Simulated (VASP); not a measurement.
OSZICAR of a VASP run on CsPbBr₃:

OSZICAR:
```
       N       E                     dE             d eps       ncg     rms          rms(c)
DAV:   1     0.445212242288E+03    0.44521E+03   -0.26421E+04   376   0.864E+02
DAV:   2    -0.173224919208E+03   -0.61844E+03   -0.61130E+03   408   0.278E+02
DAV:   3    -0.271243200954E+03   -0.98018E+02   -0.97464E+02   344   0.129E+02
DAV:   4    -0.276886787595E+03   -0.56436E+01   -0.56224E+01   424   0.417E+01
DAV:   5    -0.277026470654E+03   -0.13968E+00   -0.13962E+00   368   0.519E+00    0.558E+00
DAV:   6    -0.269050005637E+03    0.79765E+01   -0.54958E+00   400   0.283E+01    0.410E+00
DAV:   7    -0.264585029177E+03    0.44650E+01   -0.11526E+00   344   0.526E+00    0.186E+00
DAV:   8    -0.268405255485E+03   -0.38202E+01   -0.75748E-01   384   0.418E+00    0.113E+00
DAV:   9    -0.264738290680E+03    0.36670E+01   -0.24570E-01   384   0.267E+00    0.404E-01
DAV:  10    -0.265118354234E+03   -0.38006E+00   -0.25286E-02   368   0.895E-01    0.168E-01
DAV:  11    -0.262724637201E+03    0.23937E+01   -0.96380E-02   336   0.190E+00    0.187E-01
DAV:  12    -0.262478537071E+03    0.24610E+00   -0.64412E-03   400   0.435E-01    0.106E-01
DAV:  13    -0.261194210887E+03    0.12843E+01   -0.41949E-02   332   0.124E+00    0.879E-02
DAV:  14    -0.260590595745E+03    0.60362E+00   -0.13820E-02   336   0.648E-01    0.741E-02
DAV:  15    -0.260091384057E+03    0.49921E+00   -0.12005E-02   336   0.641E-01    0.721E-02
DAV:  16    -0.258923553027E+03    0.11678E+01   -0.82176E-02   328   0.161E+00    0.775E-02
DAV:  17    -0.258896697050E+03    0.26856E-01   -0.22467E-03   448   0.266E-01    0.945E-02
DAV:  18    -0.258911145322E+03   -0.14448E-01   -0.44006E-05   400   0.365E-02    0.937E-02
DAV:  19    -0.258853157226E+03    0.57988E-01   -0.77328E-04   336   0.158E-01    0.108E-01
DAV:  20    -0.258283627430E+03    0.56953E+00   -0.34707E-02   344   0.121E+00    0.229E-01
DAV:  21    -0.258147466629E+03    0.13616E+00   -0.39081E-03   368   0.332E-01    0.301E-01
DAV:  22    -0.258117764670E+03    0.29702E-01   -0.22128E-04   488   0.805E-02    0.313E-01
DAV:  23    -0.257739971427E+03    0.37779E+00   -0.28131E-02   320   0.974E-01    0.321E-01
DAV:  24    -0.257670932447E+03    0.69039E-01   -0.10865E-03   376   0.172E-01    0.322E-01
DAV:  25    -0.257276450147E+03    0.39448E+00   -0.48115E-02   328   0.121E+00    0.227E-01
DAV:  26    -0.256574421923E+03    0.70203E+00   -0.14203E-01   320   0.212E+00    0.356E-01
DAV:  27    -0.256592010848E+03   -0.17589E-01   -0.42822E-03   416   0.353E-01    0.343E-01
DAV:  28    -0.256551673861E+03    0.40337E-01   -0.13826E-03   360   0.219E-01    0.351E-01
DAV:  29    -0.255904141419E+03    0.64753E+00   -0.29797E-01   312   0.296E+00    0.300E-01
DAV:  30    -0.255901946704E+03    0.21947E-02   -0.53980E-03   432   0.373E-01    0.312E-01
DAV:  31    -0.255903315419E+03   -0.13687E-02   -0.29307E-04   348   0.991E-02    0.310E-01
DAV:  32    -0.255894757141E+03    0.85583E-02   -0.64244E-04   336   0.144E-01    0.309E-01
DAV:  33    -0.255920484696E+03   -0.25728E-01   -0.11502E-03   332   0.188E-01    0.300E-01
DAV:  34    -0.255920552929E+03   -0.68232E-04   -0.93797E-06   384   0.171E-02    0.299E-01
DAV:  35    -0.255921769619E+03   -0.12167E-02   -0.12569E-06   244   0.781E-03    0.298E-01
DAV:  36    -0.255916777603E+03    0.49920E-02   -0.99571E-04   328   0.183E-01    0.286E-01
DAV:  37    -0.255920356407E+03   -0.35788E-02   -0.14569E-02   320   0.689E-01    0.274E-01
DAV:  38    -0.255940410501E+03   -0.20054E-01   -0.20624E-02   320   0.814E-01    0.260E-01
DAV:  39    -0.255944939878E+03   -0.45294E-02   -0.19573E-04   424   0.825E-02    0.262E-01
DAV:  40    -0.255945119721E+03   -0.17984E-03   -0.53786E-06   340   0.126E-02    0.260E-01
DAV:  41    -0.255946308738E+03   -0.11890E-02   -0.86784E-06   344   0.168E-02    0.259E-01
DAV:  42    -0.255946555801E+03   -0.24706E-03   -0.13944E-03   328   0.209E-01    0.257E-01
DAV:  43    -0.255948322947E+03   -0.17671E-02   -0.10716E-04   384   0.490E-02    0.267E-01
DAV:  44    -0.255960361194E+03   -0.12038E-01   -0.41122E-04   320   0.116E-01    0.269E-01
DAV:  45    -0.255966232471E+03   -0.58713E-02   -0.12615E-04   328   0.655E-02    0.266E-01
DAV:  46    -0.255965975801E+03    0.25667E-03   -0.27500E-06   312   0.927E-03    0.266E-01
DAV:  47    -0.255965433475E+03    0.54233E-03   -0.28408E-06   260   0.102E-02    0.266E-01
DAV:  48    -0.256095142890E+03   -0.12971E+00   -0.47420E-02   312   0.120E+00    0.256E-01
DAV:  49    -0.256137420306E+03   -0.42277E-01   -0.37654E-03   340   0.357E-01    0.243E-01
DAV:  50    -0.256154261858E+03   -0.16842E-01   -0.15913E-03   320   0.235E-01    0.234E-01
DAV:  51    -0.255978043618E+03    0.17622E+00   -0.86173E-02   312   0.164E+00    0.211E-01
DAV:  52    -0.256038481135E+03   -0.60438E-01   -0.11623E-02   312   0.607E-01    0.196E-01
DAV:  53    -0.256042244037E+03   -0.37629E-02   -0.96532E-05   440   0.489E-02    0.193E-01
DAV:  54    -0.256053753136E+03   -0.11509E-01   -0.47791E-04   320   0.122E-01    0.194E-01
DAV:  55    -0.256045776738E+03    0.79764E-02   -0.38266E-04   328   0.110E-01    0.191E-01
DAV:  56    -0.256201519249E+03   -0.15574E+00   -0.62740E-02   312   0.141E+00    0.200E-01
DAV:  57    -0.256197621817E+03    0.38974E-02   -0.21766E-03   348   0.266E-01    0.215E-01
DAV:  58    -0.256196829086E+03    0.79273E-03   -0.48035E-04   324   0.130E-01    0.209E-01
DAV:  59    -0.256238489163E+03   -0.41660E-01   -0.23781E-02   320   0.922E-01    0.265E-01
DAV:  60    -0.256276921711E+03   -0.38433E-01   -0.76835E-03   320   0.519E-01    0.293E-01
DAV:  61    -0.256175107093E+03    0.10181E+00   -0.67112E-02   312   0.156E+00    0.418E-01
DAV:  62    -0.256276904035E+03   -0.10180E+00   -0.66434E-02   312   0.151E+00    0.478E-01
DAV:  63    -0.256304730811E+03   -0.27827E-01   -0.10435E-02   312   0.601E-01    0.500E-01
DAV:  64    -0.256311836619E+03   -0.71058E-02   -0.13039E-03   352   0.216E-01    0.509E-01
DAV:  65    -0.256311241906E+03    0.59471E-03   -0.56109E-05   380   0.372E-02    0.510E-01
DAV:  66    -0.256297218482E+03    0.14023E-01   -0.50179E-03   312   0.442E-01    0.542E-01
DAV:  67    -0.256304476819E+03   -0.72583E-02   -0.20221E-03   312   0.250E-01    0.554E-01
DAV:  68    -0.256309998430E+03   -0.55216E-02   -0.40936E-04   328   0.120E-01    0.539E-01
DAV:  69    -0.256314149465E+03   -0.41510E-02   -0.29507E-03   312   0.327E-01    0.495E-01
DAV:  70    -0.256314693537E+03   -0.54407E-03   -0.73521E-04   360   0.147E-01    0.437E-01
DAV:  71    -0.256312750276E+03    0.19433E-02   -0.75471E-03   368   0.388E-01    0.219E-01
DAV:  72    -0.256294771450E+03    0.17979E-01   -0.11946E-02   312   0.638E-01    0.169E-01
DAV:  73    -0.256296331312E+03   -0.15599E-02   -0.86189E-04   384   0.138E-01    0.126E-01
DAV:  74    -0.256291820340E+03    0.45110E-02   -0.41176E-04   336   0.115E-01    0.108E-01
DAV:  75    -0.256292624019E+03   -0.80368E-03   -0.39256E-04   312   0.118E-01    0.890E-02
DAV:  76    -0.256303586044E+03   -0.10962E-01   -0.28241E-03   312   0.324E-01    0.702E-02
DAV:  77    -0.256301985435E+03    0.16006E-02   -0.61827E-04   312   0.150E-01    0.680E-02
DAV:  78    -0.256301917967E+03    0.67468E-04   -0.12675E-04   336   0.659E-02    0.638E-02
DAV:  79    -0.256296744746E+03    0.51732E-02   -0.72689E-04   328   0.164E-01    0.585E-02
DAV:  80    -0.256290274962E+03    0.64698E-02   -0.10317E-03   312   0.192E-01    0.497E-02
DAV:  81    -0.256296580988E+03   -0.63060E-02   -0.20799E-03   312   0.298E-01    0.322E-02
DAV:  82    -0.256300793656E+03   -0.42127E-02   -0.15508E-03   312   0.238E-01    0.237E-02
DAV:  83    -0.256304440614E+03   -0.36470E-02   -0.44339E-04   312   0.131E-01    0.212E-02
DAV:  84    -0.256310498990E+03   -0.60584E-02   -0.97575E-04   312   0.188E-01    0.145E-02
DAV:  85    -0.256312199976E+03   -0.17010E-02   -0.85342E-04   312   0.180E-01    0.125E-02
DAV:  86    -0.256312695895E+03   -0.49592E-03   -0.13051E-04   352   0.695E-02    0.121E-02
DAV:  87    -0.256312830527E+03   -0.13463E-03   -0.61690E-05   320   0.493E-02    0.101E-02
DAV:  88    -0.256316407713E+03   -0.35772E-02   -0.12978E-03   312   0.216E-01    0.624E-03
DAV:  89    -0.256317171270E+03   -0.76356E-03   -0.20150E-04   320   0.876E-02    0.664E-03
DAV:  90    -0.256318813798E+03   -0.16425E-02   -0.14748E-04   336   0.715E-02    0.613E-03
DAV:  91    -0.256318340426E+03    0.47337E-03   -0.14653E-04   320   0.723E-02    0.520E-03
DAV:  92    -0.256320850918E+03   -0.25105E-02   -0.10817E-03   312   0.193E-01    0.551E-03
DAV:  93    -0.256322071012E+03   -0.12201E-02   -0.37561E-04   320   0.113E-01    0.552E-03
DAV:  94    -0.256322093014E+03   -0.22002E-04   -0.33450E-06   340   0.109E-02    0.535E-03
DAV:  95    -0.256322250003E+03   -0.15699E-03   -0.29946E-05   320   0.323E-02    0.521E-03
DAV:  96    -0.256322184605E+03    0.65399E-04   -0.21375E-04   320   0.891E-02    0.431E-03
DAV:  97    -0.256322514418E+03   -0.32981E-03   -0.15030E-04   320   0.712E-02    0.517E-03
DAV:  98    -0.256323341721E+03   -0.82730E-03   -0.14535E-04   320   0.700E-02    0.500E-03
DAV:  99    -0.256322668379E+03    0.67334E-03   -0.82052E-05   320   0.549E-02    0.468E-03
DAV: 100    -0.256324421573E+03   -0.17532E-02   -0.34613E-04   320   0.107E-01
   1 F= -.25632442E+03 E0= -.25632580E+03  d E =0.413566E-02
```

Q: Which electronic solver shows in the log?

A: It is blocked Davidson (ALGO = Normal, or the opening steps of other solvers). The INCAR had ALGO = Normal.

Q: Can the final energy be trusted as converged?

A: Convergence was not reached. It stopped with EDIFF = 1E-6, NELM = 100 (r2SCAN meta-GGA, plane waves, VASP's PBE PAW potentials (set 64)).  The cell holds a wide vacuum, so values per volume refer to the whole cell.

The cell is a sheet with vacuum, built from a database entry that may be metastable or hypothetical.
